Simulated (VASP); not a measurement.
VASP runs on CuAu (L1_0) share one base input (PBE GGA, plane waves, VASP's PBE PAW potentials (set 64)) and change the settings named in each case.

### POSCAR
```
CuAu
1
    2.8000000000     0.0000000000     0.0000000000
    0.0000000000     2.8000000000     0.0000000000
    0.0000000000     0.0000000000     3.6700000000
Cu Au
1 1
Direct
  0.0000000000   0.0000000000   0.0000000000
  0.5000000000   0.5000000000   0.5000000000
```

File KPOINTS:
```
Automatic
0
gamma
 12 12 9
0 0 0
```

INCAR:
```
SYSTEM=CuAu
PREC=Accurate; ENCUT=400; LREAL=.False.
LASPH=.True.
EDIFF=1E-6; NELM=100; ALGO=Normal
LMAXMIX=6
ISMEAR=1; SIGMA=0.1
GGA=PE
ISIF=2
LWAVE=.False.; LCHARG=.False.
```

POTCAR, in this order: Cu Au (PBE.64 set). Program: vasp_std.

```
change                           E(σ→0) (eV/atom)  pressure (GPa)  −TS (eV)  irreducible k-points
-------------------------------  ----------------  --------------  --------  --------------------
base run                                  -3.5163            6.35   -0.0009                   140
KPOINTS 1×1×1 Γ-centred mesh              -6.1070           15.77    0.0184                     1
KPOINTS 4×4×3 Γ-centred mesh              -3.4145            7.13   -0.0048                    12
KPOINTS 6×6×4 Γ-centred mesh              -3.4931            6.84   -0.0036                    30
KPOINTS 8×8×6 Γ-centred mesh              -3.5121            6.72    0.0005                    60
KPOINTS 9×9×7 Γ-centred mesh              -3.5263            6.09   -0.0002                    60
KPOINTS 16×16×12 Γ-centred mesh           -3.5186            6.35   -0.0003                   315
KPOINTS 18×18×14 Γ-centred mesh           -3.5187            6.38   -0.0005                   440
```
 Unless said otherwise, spin-orbit coupling is left out, though it shifts the bands of the heavy elements here.

Left out are runs that ran out of time, are held back, or changed the cell or the kind of run, fixed moments of cells without a moment, rows past the twelfth, gaps on odd meshes, pressures of charged cells and columns that move by less than the noise.

The compound is CuAu in the L1_0 structure. The cell was not relaxed at this level.
